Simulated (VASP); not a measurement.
```
Mo
1.0
   -1.57500     1.57500     1.57500
    1.57500    -1.57500     1.57500
    1.57500     1.57500    -1.57500
Mo
1
Direct
  0.00000   0.00000   0.00000
```

The numbers are results of PBE GGA with D3 dispersion (zero damping), VASP's PBE PAW potentials (set 64) (plane waves; VASP 6.6.1), not measurements. Settings: 520 eV cut-off, 15×15×15 Γ-centred mesh, first-order Methfessel-Paxton smearing of 0.10 eV, potentials Mo_sv.

Q: The ions, cell shape and volume are relaxed. Which structure does the run end with?

A: 
```
Mo
1.0
   -1.56804     1.56804     1.56804
    1.56804    -1.56804     1.56804
    1.56804     1.56804    -1.56804
Mo
1
Direct
  0.00000   0.00000   0.00000
```
Space group Im-3m (229), at a tolerance of 0.03 Å.

Q: How do energy and volume change from the first to the last step?

A: The energy (σ→0) changes by -2.4 meV/atom and the volume by -1.3 %, in 3 ionic steps.

The compound is Mo in the bcc structure. This run relaxes it. Symmetry was kept, so distortions that lower it aren't found.
